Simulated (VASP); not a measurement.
Wanted: the native input for a VASP 6.6.1 run.

```
Task                   : single point
Functional             : PBE
Potentials or basis    : VASP PAW PBE potentials, release 64 (Li_sv, Mg, B, N)
Cutoff                 : 520 eV
k mesh                 : 8 × 8 × 8
Occupations            : gaussian, width 0.05 eV
Spin                   : no spin polarisation
Dipole correction      : no
Further INCAR settings : ALGO = Fast; EDIFF = 1e-07; NBANDS = 17
```

The structure of LiMgBN2 lies in POSCAR:

```
LiMgBN2
1.0
   -1.9096560000      1.9096560000      4.4435220000
    1.9096560000     -1.9096560000      4.4435220000
    1.9096560000      1.9096560000     -4.4435220000
Li Mg B N
1 1 1 2
Direct
    0.2500000000      0.7500000000      0.5000000000
    0.7500000000      0.2500000000      0.5000000000
    0.5000000000      0.5000000000      0.0000000000
    0.5702648236      0.7322621764      0.0000000000
    0.2677378236      0.4297351764      0.0000000000
```

The cell comes from a database or a generator and needn't be the stable form of this composition.

The cell isn't the ideal one: all N atoms moved +0.438 Å, as atom 4 along Cartesian [1 -1 0].

The input as run:

INCAR

```
PREC = Accurate
ENCUT = 520
EDIFF = 1E-7
ISMEAR = 0
SIGMA = 0.05
LREAL = F
LASPH = T
NELM = 100
ALGO = Fast
ISIF = 2
LWAVE = F
LCHARG = F
GGA = PE
NBANDS = 17
```

KPOINTS

```
Automatic mesh
0
Gamma
  8 8 8
```

Potentials or basis: VASP PAW PBE potentials, release 64 (Li_sv, Mg, B, N).

Launch:

```console
$ cat potpaw_PBE.64/Li_sv/POTCAR potpaw_PBE.64/Mg/POTCAR potpaw_PBE.64/B/POTCAR potpaw_PBE.64/N/POTCAR > POTCAR
$ mpirun -np 1 vasp_std > vasp.out
```

It gave:

```
Largest force          : 5.559 eV/Å
Band gap on the k mesh : 1.68 eV, indirect (least direct gap 2.00 eV)
```

Caveat: forces of over 1 eV/Å show positions far from the minimum, so gaps and moduli don't describe the material at rest.

Run time: 3.8 min on 1 thread of Intel(R) Xeon(R) 6975P-C (Granite Rapids), with other jobs on the host, peak memory 0.37 GiB.
